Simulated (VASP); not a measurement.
# BrCI2H in VASP: a series of runs, part 2 of 2

VASP 6.6.1. The steps go on from the part before.

### Step 3. Relaxation of the atoms, PBE (atoms moved at random, drawn with an rms of 0.02 Å)

INCAR reads:

```
SYSTEM = HCI2Br
PREC     = Accurate       ! precision mode
ENCUT    = 520            ! plane-wave cutoff, eV
EDIFF    = 1E-6           ! SCF threshold, eV
ISMEAR   = 0              ! smearing method
SIGMA    = 0.01           ! smearing width, eV
LREAL    = .FALSE.        ! projectors in reciprocal space
LASPH    = .TRUE.         ! aspherical terms in the spheres
NELM     = 100            ! most SCF steps
ALGO     = Normal         ! electronic algorithm
ISIF     = 2              ! what is computed and relaxed
LWAVE    = .FALSE.        ! write WAVECAR
LCHARG   = .FALSE.        ! write CHGCAR
GGA      = PE             ! functional
IBRION   = 2              ! ionic algorithm
NSW      = 40             ! ionic steps
EDIFFG   = -0.02          ! ionic threshold
```

KPOINTS reads:

```
Automatic mesh
0
G
  1 1 1
  0 0 0
```

POSCAR reads:

```
HCI2Br
1.0
   12.0000000000      0.0000000000      0.0000000000
    0.0000000000     12.0000000000      0.0000000000
    0.0000000000      0.0000000000     13.0000000000
Br C I H
1 1 2 1
Direct
    0.4393020000      0.5530550000      0.6285560000
    0.5044340000      0.5303640000      0.4929180000
    0.6231640000      0.3972010000      0.4923230000
    0.3793320000      0.5130960000      0.3766640000
    0.5497180000      0.6048530000      0.4748050000
```

Potentials or basis: VASP PAW PBE potentials, release 64 (Br, C, I, H).

On the command line:

```sh
$ cat potpaw_PBE.64/Br/POTCAR potpaw_PBE.64/C/POTCAR potpaw_PBE.64/I/POTCAR potpaw_PBE.64/H/POTCAR > POTCAR
$ mpirun -np 1 vasp_gam > vasp.out
```

OUTCAR:

```text
SYSTEM = HCI2Br
   PREC = Accurate
   ENCUT = 520
   EDIFF = 1E-6
   ISMEAR = 0
   LREAL = .FALSE.
   LASPH = .TRUE.
   NELM = 100
   ISIF = 2
   GGA = PE
   IBRION = 2
   NSW = 40
   EDIFFG = -0.02

 ion  position               nearest neighbor table
   1  0.439  0.553  0.629-   2 1.95
   2  0.504  0.530  0.493-   5 1.07   1 1.95   4 2.14   3 2.14
   3  0.623  0.397  0.492-   2 2.14
   4  0.379  0.513  0.377-   2 2.14
   5  0.550  0.605  0.475-   2 1.07

  LATTYP: Found a simple tetragonal cell.
 ALAT       =    12.0000000000
 C/A-ratio  =     1.0833333333

  Lattice vectors:

 A1 = (  12.0000000000,   0.0000000000,   0.0000000000)
 A2 = (   0.0000000000,  12.0000000000,   0.0000000000)
 A3 = (   0.0000000000,   0.0000000000,  13.0000000000)

Analysis of symmetry for initial positions (statically):
=====================================================================
 Subroutine PRICEL returns:
 Original cell was already a primitive cell.

 Routine SETGRP: Setting up the symmetry group for a
 simple tetragonal supercell.

 Subroutine GETGRP returns: Found  1 space group operations
 (whereof  1 operations were pure point group operations)
 out of a pool of 16 trial point group operations.

The static configuration has the point symmetry C_1 .

Analysis of symmetry for dynamics (positions and initial velocities):
=====================================================================
 Subroutine PRICEL returns:
 Original cell was already a primitive cell.

 Routine SETGRP: Setting up the symmetry group for a
 simple tetragonal supercell.

 Subroutine GETGRP returns: Found  1 space group operations
 (whereof  1 operations were pure point group operations)
 out of a pool of 16 trial point group operations.

The dynamic configuration has the point symmetry C_1 .

 Subroutine INISYM returns: Found  1 space group operations
 (whereof  1 operations are pure point group operations),
 and found     1 'primitive' translations

----------------------------------------------------------------------------------------

                                     Primitive cell

  volume of cell :    1872.0000

  direct lattice vectors                    reciprocal lattice vectors
    12.000000000  0.000000000  0.000000000     0.083333333  0.000000000  0.000000000
     0.000000000 12.000000000  0.000000000     0.000000000  0.083333333  0.000000000
     0.000000000  0.000000000 13.000000000     0.000000000  0.000000000  0.076923077

  length of vectors
    12.000000000 12.000000000 13.000000000     0.083333333  0.083333333  0.076923077

  position of ions in fractional coordinates (direct lattice)
     0.439302000  0.553055000  0.628556000
     0.504434000  0.530364000  0.492918000
     0.623164000  0.397201000  0.492323000
     0.379332000  0.513096000  0.376664000
     0.549718000  0.604853000  0.474805000

  ion indices of the primitive-cell ions
   primitive index   ion index
                 1           1
                 2           2
                 3           3
                 4           4
                 5           5

----------------------------------------------------------------------------------------

 KPOINTS: Automatic mesh

Automatic generation of k-mesh.
 Grid dimensions read from file:
 generate k-points for:    1    1    1

 Generating k-lattice:

  Cartesian coordinates                     Fractional coordinates (reciprocal lattice)
     0.083333333  0.000000000  0.000000000     1.000000000  0.000000000  0.000000000
     0.000000000  0.083333333  0.000000000     0.000000000  1.000000000  0.000000000
     0.000000000  0.000000000  0.076923077     0.000000000  0.000000000  1.000000000

  Length of vectors
     0.083333333  0.083333333  0.076923077

  Shift w.r.t. Gamma in fractional coordinates (k-lattice)
     0.000000000  0.000000000  0.000000000

 Subroutine IBZKPT returns following result:
 ===========================================

 Found      1 irreducible k-points:

 Following reciprocal coordinates:
            Coordinates               Weight
  0.000000  0.000000  0.000000      1.000000
   k-points           NKPTS =      1   k-points in BZ     NKDIM =      1   number of bands    NBANDS=     17
   number of dos      NEDOS =    301   number of ions     NIONS =      5
   total plane-waves  NPLWV = 793800
   dimension x,y,z NGX =    90 NGY =   90 NGZ =   98
   dimension x,y,z NGXF=   180 NGYF=  180 NGZF=  196
   ions per type =               1   1   2   1
   NGX,Y,Z   is equivalent  to a cutoff of  12.47, 12.47, 12.53 a.u.
   NGXF,Y,Z  is equivalent  to a cutoff of  24.94, 24.94, 25.06 a.u.
 SYSTEM =  HCI2Br
   PREC   = accura    normal or accurate (medium, high low for compatibility)
   ISTART =      0    job   : 0-new  1-cont  2-samecut
   ICHARG =      2    charge: 1-file 2-atom 10-const
   ISPIN  =      1    spin polarized calculation?
   LNONCOLLINEAR =      F non collinear calculations
   LSORBIT =      F    spin-orbit coupling
   LASPH  =      T    aspherical Exc in radial PAW
   ENCUT  =  520.0 eV  38.22 Ry    6.18 a.u.  22.31 22.31 24.17*2*pi/ulx,y,z
   NELM   =    100;   NELMIN=  2; NELMDL= -5     # of ELM steps
   EDIFF  = 0.1E-05   stopping-criterion for ELM
   LREAL  =      F    real-space projection
   EDIFFG = -.2E-01   stopping-criterion for IOM
   NSW    =     40    number of steps for IOM
   IBRION =      2    ionic relax: 0-MD 1-quasi-New 2-CG
   NFREE  =      1    steps in history (QN), initial steepest desc. (CG)
   ISIF   =      2    stress and relaxation
   ISYM   =      2    0-nonsym 1-usesym 2-fastsym
   POTIM  = 0.5000    time-step for ionic-motion
   TEBEG  =    0.0;   TEEND  =   0.0 temperature during run
   PSTRESS=    0.0 pullay stress
   NELECT =      26.0000    total number of electrons
   NUPDOWN=      -1.0000    fix difference up-down
   EMIN   =  10.00;   EMAX   =-10.00  energy-range for DOS
   EFERMI =   0.00;   METHOD = LEGACY
   ISMEAR =     0;   SIGMA  =   0.01  broadening in eV -4-tet -1-fermi 0-gaus
   EFERMI_NEDOS =   21; number of points for ismear=-14 and -15
   IALGO  =     38    algorithm
   IMIX   =      4    mixing-type and parameters
     AMIX     =   0.40;   BMIX     =  1.00
     AMIX_MAG =   1.60;   BMIX_MAG =  1.00
  volume/ion in A,a.u.               =     374.40      2526.58
  Fermi-wavevector in a.u.,A,eV,Ry     =   0.393517  0.743640  2.106944  0.154856
  Thomas-Fermi vector in A             =   1.337630
   LORBIT       =      0    0 simple, 1 ext, 2 COOP (PROOUT), +10 PAW based schemes
   GGA     = PE    functional components
   LHFCALC =     F    Hartree Fock is set to
   AEXX    =    0.0000 exact exchange contribution
   IVDW    =     0    specifies the selected vdW correction
   LEPSILON=     F    determine dielectric tensor
   LRPA    =     F    only Hartree local field effects (RPA)
 conjugate gradient relaxation of ions
 non-spin polarized calculation
 Gauss-broadening in eV      SIGMA  =   0.01
  energy-cutoff  :      520.00
  volume of cell :     1872.00
 maximum number of plane-waves:     25235
 NGX is ok and might be reduce to    90
   NGX = 45   NGY = 45   NGZ = 49

--------------------------------------- Ionic step        1  -------------------------------------------

 number of electron      25.9999997 magnetization

 Free energy of the ion-electron system (eV)
  ---------------------------------------------------
  ext. energy  EPLUGINS =         0.00000000
  ---------------------------------------------------
  free energy    TOTEN  =       -16.08041446 eV

  energy without entropy =      -16.08041446  energy(sigma->0) =      -16.08041446

------------------------ aborting loop because EDIFF is reached ----------------------------------------

  FORCE on cell =-STRESS in cart. coord.  units (eV):
  Direction    XX          YY          ZZ          XY          YZ          ZX
  --------------------------------------------------------------------------------------
  -------------------------------------------------------------------------------------
  Total        0.5214159      0.6272595      0.2936743      0.0908620     -0.0540315      0.1363522
  in kB        0.4462611      0.5368488      0.2513453      0.0777655     -0.0462436      0.1166989
  external PRESSURE =       0.4114850 kB  Pullay stress =       0.0000000 kB
[... 219 lines left out ...]
  energy  without entropy=      -16.0884641032  energy(sigma->0) =      -16.08846410

--------------------------------------- Ionic step        7  -------------------------------------------

 number of electron      25.9999997 magnetization

 Free energy of the ion-electron system (eV)
  ---------------------------------------------------
  ext. energy  EPLUGINS =         0.00000000
  ---------------------------------------------------
  free energy    TOTEN  =       -16.08849980 eV

  energy without entropy =      -16.08849980  energy(sigma->0) =      -16.08849980

 E-fermi :  -5.6980     XC(G=0):  -1.1036

 val. band max:       -5.7900330604   @ k =   0.0000   0.0000   0.0000
 cond. band min:      -2.9478086018   @ k =   0.0000   0.0000   0.0000
 fundamental gap:      2.8422244586
 Fermi energy:        -5.6980399517

 k-point     1 :       0.0000    0.0000    0.0000
  band No.  band energies     occupation
      1     -20.9282      2.00000
      2     -18.3775      2.00000
      3     -17.1330      2.00000
      4     -14.9785      2.00000
      5     -10.8796      2.00000
      6      -9.9241      2.00000
[... 9 lines left out ...]
     16      -1.1236      0.00000
     17      -0.3260      0.00000
[... 30 lines left out ...]
  FREE ENERGIE OF THE ION-ELECTRON SYSTEM (eV)
  ---------------------------------------------------
  free  energy   TOTEN  =       -16.0884997999 eV

  energy  without entropy=      -16.0884997999  energy(sigma->0) =      -16.08849980

 reached required accuracy - stopping structural energy minimisation
```

Wall time 11 min (1 thread of Intel Xeon Platinum 8488C (Sapphire Rapids), shared host); peak memory 1.6 GiB.

What came out:

* Free energy: -16.0885 eV
* Energy gained by relaxing: 1.6 meV/atom
* Ionic steps: 7
* Largest force after relaxing: 0.012 eV/Å
* Gap between the frontier levels: 2.84 eV

Forces in eV/Å, atoms in the order of the input:
```
Br   0.007  0.006  0.002
C   -0.008 -0.009  0.000
I    0.003  0.001  0.000
I   -0.002  0.000 -0.009
H    0.000  0.002  0.007
```

Step by step:
| step | energy change (eV) | largest force (eV/Å) | pressure (GPa) |
| --- | --- | --- | --- |
| 1 | 0.0000 | 0.6013 | 0.04 |
| 2 | 0.0174 | 1.3434 | -0.01 |
| 3 | -0.0059 | 0.1793 | 0.02 |
| 4 | -0.0080 | 0.0322 | 0.00 |
| 5 | -0.0080 | 0.0229 | 0.00 |
| 6 | -0.0080 | 0.0209 | 0.00 |
| 7 | -0.0081 | 0.0120 | 0.00 |

Final structure:
```cif
data_structure
_symmetry_space_group_name_H-M 'P 1'
_symmetry_Int_Tables_number 1
_cell_length_a 12.0000
_cell_length_b 12.0000
_cell_length_c 13.0000
_cell_angle_alpha 90.000
_cell_angle_beta 90.000
_cell_angle_gamma 90.000
_cell_volume 1872.00
loop_
_atom_site_label
_atom_site_type_symbol
_atom_site_fract_x
_atom_site_fract_y
_atom_site_fract_z
_atom_site_occupancy
Br1 Br 0.43927 0.55320 0.62890 1
C1 C 0.50398 0.53020 0.49347 1
I1 I 0.62386 0.39652 0.49230 1
I2 I 0.37862 0.51300 0.37588 1
H1 H 0.55022 0.60564 0.47471 1
```

Caveat: spin-orbit coupling is left out, which moves the levels of the heavy elements.

### Step 4. Atomic charges, PBE+TS

INCAR reads:

```
  PREC = Accurate
  ENCUT = 520
  EDIFF = 1E-6
  ISMEAR = 0
  SIGMA = 0.01
  LREAL = F
  LASPH = T
  NELM = 100
  ALGO = Normal
  ISIF = 2
  LWAVE = F
  LCHARG = F
  GGA = PE
  IVDW = 2
  LORBIT = 10
```

KPOINTS reads:

```
Automatic mesh
0
Gamma
  1 1 1
```

POSCAR reads:

```
HCI2Br
1.0
   12.0000000000      0.0000000000      0.0000000000
    0.0000000000     12.0000000000      0.0000000000
    0.0000000000      0.0000000000     13.0000000000
Br C I H
1 1 2 1
Direct
    0.4399125000      0.5511416700      0.6277423100
    0.5036041700      0.5299166700      0.4935961500
    0.6226458300      0.3982083300      0.4912346200
    0.3795208300      0.5123500000      0.3774884600
    0.5490875000      0.6052916700      0.4752038500
```

On the command line:

```sh
$ cat potpaw_PBE.64/Br/POTCAR potpaw_PBE.64/C/POTCAR potpaw_PBE.64/I/POTCAR potpaw_PBE.64/H/POTCAR > POTCAR
$ mpirun -np 1 vasp_gam > vasp.out
```

Run time: 3.8 min. Hardware: 1 thread of Intel Xeon Platinum 8488C (Sapphire Rapids), shared host; peak memory 1.4 GiB.

It converged, with:

```yaml
Free_energy: -16.0919 eV
Largest_force: 0.469 eV/Å
Gap_between_the_frontier_levels: 2.94 eV
Valence_electrons_inside_the_program's_atomic_spheres: Br 4.87; C 2.35; I 4.29; H 0.70
Hirshfeld_charges: Br -0.01; C -0.07; I +0.02; H +0.04 e
Dispersion_energy_per_atom: -0.004 eV
```

Forces in eV/Å, atoms in the order of the input:
```
Br  -0.172  0.094  0.426
C    0.037  0.015 -0.061
I    0.314 -0.292 -0.004
I   -0.294 -0.008 -0.313
H    0.114  0.191 -0.049
```

Levels at points of the mesh, in eV from the valence-band top:
| k point | band 11 | band 12 | band 13 | band 14 | band 15 | band 16 |
| --- | --- | --- | --- | --- | --- | --- |
| (0.00, 0.00, 0.00) | -0.48 | -0.36 | 0.00 | 2.94 | 4.35 | 4.76 |

Caveat: spin-orbit coupling is left out, which moves the levels of the heavy elements.

### Step 5. Electron localisation function, PBE

INCAR reads:

```
SYSTEM = HCI2Br
ALGO = Normal
EDIFF = 1E-7
ENCUT = 520
GGA = PE
ISIF = 2
ISMEAR = 0
LASPH = .TRUE.
LCHARG = .TRUE.
LELF = .TRUE.
LREAL = .FALSE.
LWAVE = .FALSE.
NELM = 80
PREC = Accurate
SIGMA = 0.01
```

KPOINTS reads:

```
k-points
0
G
  1 1 1
  0 0 0
```

POSCAR is that of step 4.

On the command line:

```sh
$ cat potpaw_PBE.64/Br/POTCAR potpaw_PBE.64/C/POTCAR potpaw_PBE.64/I/POTCAR potpaw_PBE.64/H/POTCAR > POTCAR
$ mpirun -np 1 vasp_gam > vasp.out
```

Run time: 4 min. Hardware: 1 thread of Intel Xeon Platinum 8488C (Sapphire Rapids), shared host; peak memory 1.4 GiB.

Results (log left out):

* Free energy: -16.0731 eV
* Largest force: 0.448 eV/Å
* Gap between the frontier levels: 2.94 eV

Forces on the atoms (eV/Å):
```
Br  -0.166  0.086  0.408
C    0.037  0.015 -0.061
I    0.290 -0.277 -0.006
I   -0.274 -0.012 -0.293
H    0.113  0.188 -0.048
```

Levels at points of the mesh, in eV from the valence-band top:
| k point | band 9 | band 10 | band 11 | band 12 | band 13 | band 14 | band 15 | band 16 | band 17 |
| --- | --- | --- | --- | --- | --- | --- | --- | --- | --- |
| (0.00, 0.00, 0.00) | -1.22 | -0.68 | -0.48 | -0.36 | 0.00 | 2.94 | 4.35 | 4.76 | 5.43 |

Caveat: spin-orbit coupling is left out, which moves the levels of the heavy elements.

### Step 6. The reference run

An earlier run on the cell as given: functional PBE; potentials or basis VASP PAW PBE potentials, release 64 (Br, C, I, H); cutoff 520 eV; k mesh 1 × 1 × 1; occupations gaussian, width 0.01 eV; no spin polarisation.

- Largest force: 0.448 eV/Å
- Gap between the frontier levels: 2.94 eV

### Step 7. Summary

| task | level | cell | gap on the mesh (eV) | largest force (eV/Å) |
| --- | --- | --- | --- | --- |
| single point | PBE | atoms moved at random, drawn with an rms of 0.05 Å | 3.00 | 1.69 |
| relaxation of the atoms | PBE | atoms relaxed from: atoms moved at random, drawn with an rms of 0.02 Å | 2.84 | 0.01 |
| atomic charges | PBE+TS | as given | 2.94 | 0.47 |
| electron localisation function | PBE | as given | 2.94 | 0.45 |
| single point | PBE | as given | 2.94 | 0.45 |

Alike in all rows: potentials or basis VASP PAW PBE potentials, release 64 (Br, C, I, H); no spin polarisation; k mesh 1 × 1 × 1; cutoff (eV) 520; smearing gaussian 0.01 eV.

On the cell as given the gap runs from 2.94 eV (PBE+TS) to 2.94 eV (PBE+TS).

Caveats: spin-orbit coupling is left out, which moves the levels of the heavy elements.

Total energies depend on the potentials used, so only differences within one code and one set of settings carry meaning.
